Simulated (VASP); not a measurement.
```yaml
crystal:
  lattice:
    - [2.19580, -3.80324, 0.00000]
    - [2.19580, 3.80324, 0.00000]
    - [0.00000, 0.00000, 6.01321]
  atoms:
    - { symbol: Te, position: [0.00000, 0.27837, 0.66667] }
    - { symbol: Te, position: [0.72163, 0.72163, 0.00000] }
    - { symbol: Te, position: [0.27837, 0.00000, 0.33333] }
```

Calculation: optB86b-vdW, VASP's PBE PAW potentials (set 64) (plane waves; VASP). Numerical set-up: 520 eV cut-off, Gaussian smearing of 0.050 eV, potentials Te.

Unless said otherwise, spin-orbit coupling is left out, though it shifts the bands of the heavy elements here.

### Question
Give the energies of bands 4 to 12 at the high-symmetry points, in eV from the valence-band maximum.

### Answer

| band | Γ | M | K | A | L | H |
|---|---|---|---|---|---|---|
| 4 | -2.86 | -4.83 | -4.39 | -3.91 | -5.72 | -5.14 |
| 5 | -2.58 | -4.40 | -4.39 | -2.54 | -3.54 | -5.06 |
| 6 | -2.58 | -3.69 | -3.18 | -2.54 | -3.53 | -5.06 |
| 7 | -1.65 | -3.62 | -3.18 | -1.23 | -2.53 | -0.88 |
| 8 | -1.65 | -0.86 | -3.04 | -0.85 | -2.25 | 0.00 |
| 9 | -0.95 | -0.71 | -2.91 | -0.85 | -0.27 | 0.00 |
| 10 | 0.97 | 0.69 | 2.87 | 0.38 | 0.51 | 0.05 |
| 11 | 0.97 | 0.71 | 2.87 | 0.42 | 1.93 | 1.09 |
| 12 | 1.66 | 2.80 | 3.10 | 0.42 | 2.57 | 1.09 |

The gap is direct, 0.05 eV, from the valence maximum at H to the conduction minimum at H.

The compound is Te in the trig structure. It was relaxed first.
